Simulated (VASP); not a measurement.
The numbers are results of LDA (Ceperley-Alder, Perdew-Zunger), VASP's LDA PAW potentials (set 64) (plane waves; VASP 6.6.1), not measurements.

The input files of a VASP run:

**KPOINTS**
```
Automatic mesh
0
gamma
  4 4 4
```

INCAR:
```
! general
SYSTEM            =  Pb
PREC              =  Accurate
ENCUT             =  400   ! plane-wave cut-off (eV)
LREAL             =  .FALSE.   ! projection in real space or not
LASPH             =  .TRUE.   ! aspherical one-centre terms

! electronic loop
EDIFF             =  1E-7
NELM              =  100   ! most electronic steps
ALGO              =  Normal
LMAXMIX           =  4

! smearing
ISMEAR            =  1
SIGMA             =  0.1

! ions
IBRION            =  6   ! finite differences
NSW               =  1   ! most ionic steps
ISIF              =  2   ! forces and stress, cell fixed
POTIM             =  0.015   ! step
NFREE             =  2

! output
LWAVE             =  .FALSE.
LCHARG            =  .FALSE.

! other
LPHON_DISPERSION  =  .TRUE.
```

### QPOINTS
```
k-points along high-symmetry lines
13
Line-mode
Cartesian
  0.000000   0.000000   0.000000 ! GAMMA
  0.000000   0.204542   0.000000 ! X

  0.000000   0.204542   0.000000 ! X
  0.051135   0.204542   0.051135 ! U

  0.153406   0.153406   0.000000 ! K
  0.000000   0.000000   0.000000 ! GAMMA

  0.000000   0.000000   0.000000 ! GAMMA
  0.102271   0.102271   0.102271 ! L

  0.102271   0.102271   0.102271 ! L
  0.102271   0.204542   0.000000 ! W

  0.102271   0.204542   0.000000 ! W
  0.000000   0.204542   0.000000 ! X
```

**POSCAR**
```
Pb
1
    0.0000000000     7.3334612286     7.3334612286
    7.3334612286     0.0000000000     7.3334612286
    7.3334612286     7.3334612286     0.0000000000
Pb
27
Direct
  0.0000000000   0.0000000000   0.0000000000
  0.0000000000   0.0000000000   0.3333333333
  0.0000000000   0.0000000000   0.6666666667
  0.0000000000   0.3333333333   0.0000000000
  0.0000000000   0.3333333333   0.3333333333
  0.0000000000   0.3333333333   0.6666666667
  0.0000000000   0.6666666667   0.0000000000
  0.0000000000   0.6666666667   0.3333333333
  0.0000000000   0.6666666667   0.6666666667
  0.3333333333   0.0000000000   0.0000000000
  0.3333333333   0.0000000000   0.3333333333
  0.3333333333   0.0000000000   0.6666666667
  0.3333333333   0.3333333333   0.0000000000
  0.3333333333   0.3333333333   0.3333333333
  0.3333333333   0.3333333333   0.6666666667
  0.3333333333   0.6666666667   0.0000000000
  0.3333333333   0.6666666667   0.3333333333
  0.3333333333   0.6666666667   0.6666666667
  0.6666666667   0.0000000000   0.0000000000
  0.6666666667   0.0000000000   0.3333333333
  0.6666666667   0.0000000000   0.6666666667
  0.6666666667   0.3333333333   0.0000000000
  0.6666666667   0.3333333333   0.3333333333
  0.6666666667   0.3333333333   0.6666666667
  0.6666666667   0.6666666667   0.0000000000
  0.6666666667   0.6666666667   0.3333333333
  0.6666666667   0.6666666667   0.6666666667
```

POTCAR, in this order: Pb_d (LDA.64 set). Program: vasp_std.

What VASP printed:

**OSZICAR**
```
       N       E                     dE             d eps       ncg     rms          rms(c)
DAV:   1     0.504813095900E+04    0.50481E+04   -0.14983E+05  3616   0.175E+03
DAV:   2     0.617539792733E+03   -0.44306E+04   -0.43660E+04  3616   0.541E+02
DAV:   3    -0.596666206785E+02   -0.67721E+03   -0.64931E+03  3882   0.260E+02
DAV:   4    -0.113026146107E+03   -0.53360E+02   -0.52000E+02  4286   0.768E+01
DAV:   5    -0.114749491485E+03   -0.17233E+01   -0.17064E+01  4704   0.121E+01    0.312E+00
DAV:   6    -0.114482532888E+03    0.26696E+00   -0.13280E+00  5064   0.399E+00    0.138E+00
DAV:   7    -0.114395521290E+03    0.87012E-01   -0.18365E-01  4256   0.179E+00    0.444E-01
DAV:   8    -0.114387183326E+03    0.83380E-02   -0.11630E-02  4944   0.382E-01    0.641E-02
DAV:   9    -0.114387185115E+03   -0.17888E-05   -0.58168E-04  4792   0.110E-01    0.173E-02
DAV:  10    -0.114387184639E+03    0.47588E-06   -0.15454E-05  5344   0.145E-02    0.354E-03
DAV:  11    -0.114387184601E+03    0.38286E-07   -0.10406E-06  4432   0.440E-03    0.963E-04
DAV:  12    -0.114387184609E+03   -0.81054E-08   -0.32960E-08  2264   0.857E-04
   1 F= -.11438718E+03 E0= -.11437272E+03  d E =-.433894E-01
 Found     1 degrees of freedom:
       N       E                     dE             d eps       ncg     rms          rms(c)
DAV:   1    -0.114383783233E+03    0.34014E-02   -0.16206E+00  6400   0.224E+00    0.993E-02
DAV:   2    -0.114387001909E+03   -0.32187E-02   -0.34382E-02  8056   0.841E-01    0.514E-02
DAV:   3    -0.114387016297E+03   -0.14388E-04   -0.72567E-04  8808   0.199E-01    0.303E-02
DAV:   4    -0.114387002224E+03    0.14073E-04   -0.46602E-05  8272   0.632E-02    0.192E-02
DAV:   5    -0.114386998122E+03    0.41020E-05   -0.33121E-05  8928   0.422E-02    0.748E-03
DAV:   6    -0.114386998554E+03   -0.43207E-06   -0.88662E-06  8296   0.139E-02    0.296E-03
DAV:   7    -0.114386998513E+03    0.41757E-07   -0.54368E-07  6184   0.446E-03
   2 F= -.11438700E+03 E0= -.11437254E+03  d E =-.433823E-01
       N       E                     dE             d eps       ncg     rms          rms(c)
DAV:   1    -0.114370432764E+03    0.16566E-01   -0.55959E+00  6354   0.431E+00    0.241E-01
DAV:   2    -0.114387118419E+03   -0.16686E-01   -0.18000E-01  8184   0.199E+00    0.125E-01
DAV:   3    -0.114387134093E+03   -0.15675E-04   -0.35167E-03  8856   0.432E-01    0.779E-02
DAV:   4    -0.114387031112E+03    0.10298E-03   -0.21494E-04  7104   0.160E-01    0.498E-02
DAV:   5    -0.114386993334E+03    0.37778E-04   -0.18263E-04  8816   0.124E-01    0.196E-02
DAV:   6    -0.114386998686E+03   -0.53523E-05   -0.89313E-05  8752   0.370E-02    0.921E-03
DAV:   7    -0.114386999045E+03   -0.35902E-06   -0.63517E-06  7056   0.165E-02    0.567E-03
DAV:   8    -0.114386998496E+03    0.54896E-06   -0.29229E-06  6968   0.267E-02    0.814E-04
DAV:   9    -0.114386998529E+03   -0.33091E-07   -0.35109E-07  5216   0.233E-03
   3 F= -.11438700E+03 E0= -.11437254E+03  d E =-.433824E-01
```

### OUTCAR
```
------------------------ aborting loop because EDIFF is reached ----------------------------------------
  FORCE on cell =-STRESS in cart. coord.  units (eV):
  Direction    XX          YY          ZZ          XY          YZ          ZX
  --------------------------------------------------------------------------------------
  Total       -0.0286386     -0.0290984     -0.0290984     -0.0000000      0.0000000      0.0000000
  in kB       -0.0581709     -0.0591048     -0.0591048     -0.0000000      0.0000000      0.0000000
  external PRESSURE =      -0.0587935 kB  Pullay stress =       0.0000000 kB
  volume of cell :      788.78
      direct lattice vectors                 reciprocal lattice vectors
     0.000000000  7.333461229  7.333461229    -0.068180629  0.068180629  0.068180629
     7.333461229  0.000000000  7.333461229     0.068180629 -0.068180629  0.068180629
     7.333461229  7.333461229  0.000000000     0.068180629  0.068180629 -0.068180629
 POSITION                                       TOTAL-FORCE (eV/Angst)
 -----------------------------------------------------------------------------------
     -0.01500      0.00000      0.00000         0.025120     -0.000000      0.000000
      2.44449      2.44449      0.00000        -0.004920     -0.002061      0.000000
      4.88897      4.88897      0.00000        -0.005149     -0.002359      0.000000
      2.44449      0.00000      2.44449        -0.004920     -0.000000     -0.002061
      4.88897      2.44449      2.44449         0.000762     -0.001023     -0.001023
      7.33346      4.88897      2.44449         0.002107     -0.000037      0.000037
      4.88897      0.00000      4.88897        -0.005149     -0.000000     -0.002359
      7.33346      2.44449      4.88897         0.002107      0.000037     -0.000037
      9.77795      4.88897      4.88897         0.000631     -0.000918     -0.000918
      0.00000      2.44449      2.44449         0.002107      0.000037      0.000037
      2.44449      4.88897      2.44449         0.000631     -0.000918      0.000918
      4.88897      7.33346      2.44449        -0.005149     -0.000000      0.002359
      2.44449      2.44449      4.88897         0.000631      0.000918     -0.000918
      4.88897      4.88897      4.88897         0.000762      0.001023      0.001023
      7.33346      7.33346      4.88897         0.000223     -0.000000     -0.000005
      4.88897      2.44449      7.33346        -0.005149      0.002359      0.000000
      7.33346      4.88897      7.33346         0.000223     -0.000005      0.000000
      9.77795      7.33346      7.33346         0.000146     -0.000000      0.000000
      0.00000      4.88897      4.88897         0.002107     -0.000037     -0.000037
      2.44449      7.33346      4.88897        -0.004920     -0.000000      0.002061
      4.88897      9.77795      4.88897         0.000762     -0.001023      0.001023
      2.44449      4.88897      7.33346        -0.004920      0.002061      0.000000
      4.88897      7.33346      7.33346         0.000123     -0.000000      0.000000
      7.33346      9.77795      7.33346         0.000223      0.000005      0.000000
      4.88897      4.88897      9.77795         0.000762      0.001023     -0.001023
      7.33346      7.33346      9.77795         0.000223     -0.000000      0.000005
      9.77795      9.77795      9.77795         0.000631      0.000918      0.000918
 -----------------------------------------------------------------------------------
    total drift:                                0.000580      0.000000      0.000000
  FREE ENERGIE OF THE ION-ELECTRON SYSTEM (eV)
  ---------------------------------------------------
  free  energy   TOTEN  =      -114.3869985291 eV

  energy  without entropy=     -114.3436161308  energy(sigma->0) =     -114.37253773
```
(Selected blocks of OUTCAR.)

The cell is a supercell, built from Pb (fcc).
